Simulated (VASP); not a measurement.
A cell of Tm (hcp) near equilibrium:

```xyz
2
Lattice="1.7509 -3.0327 0.0000 1.7509 3.0327 0.0000 0.0000 0.0000 5.3990" Properties=species:S:1:pos:R:3 pbc="T T T"
Tm     1.7509     1.0109     1.3497
Tm     1.7509    -1.0109     4.0492
```

Level of theory: PBEsol GGA, VASP's PBE PAW potentials (set 64) (plane waves; VASP).

The 4f electrons are frozen in the core of the lanthanide potential, so 4f levels, which can set the real gap, and their magnetism are missing.

```tsv
run	ΔE (meV/atom)	σxx	σyy	σzz	largest shear component, with its sign (GPa)	largest force (eV/Å)
as it is	0.0	0.08	0.08	0.22	0.00	0.000
after one change	1.2	-0.26	-0.26	-1.21	0.00	0.000
```
Stress is in GPa, positive when the cell is compressed.

**Question.** Which change was made?
A. biaxial strain of +4.0 % in the xz plane
B. uniaxial strain of -2.0 % along y
C. biaxial strain of -4.0 % in the xy plane
D. uniaxial strain of +1.5 % along z

**Answer.** D, uniaxial strain of +1.5 % along z

The compound is Tm in the hcp structure.
